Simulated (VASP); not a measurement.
MoSi2 (MoSi2 type) relaxed at rising pressure, in one space group throughout; other phases were not tried. The pressures are those reached. These are PBEsol GGA, VASP's PBE PAW potentials (set 64) (plane waves; VASP) values and carry that method's errors.

| P (GPa) | V (Å³/atom) | k-mesh |
|---|---|---|
| 0.00 | 13.289 | 13×13×13 |
| 9.89 | 12.751 | 14×14×14 |
| 19.91 | 12.304 | 14×14×14 |
| 30.16 | 11.917 | 14×14×14 |

A change of mesh leaves a small step in the series.

Q: Fit an equation of state and predict the volume at 44.92 GPa.

A: Least squares on the third-order Birch-Murnaghan form, P = (3B0/2)(y⁷ − y⁵)[1 + (3/4)(B′ − 4)(y² − 1)] with y = (V0/V)^(1/3), gives V0 = 13.289 Å³/atom, B0 = 219 GPa and B′ = 4.3, and so 11.450 Å³/atom. The run gave 11.450 Å³/atom, -0.0 % from the fit.

Pressures at which the relaxation failed are left out.

The compound is MoSi2 in the MoSi2 type structure.
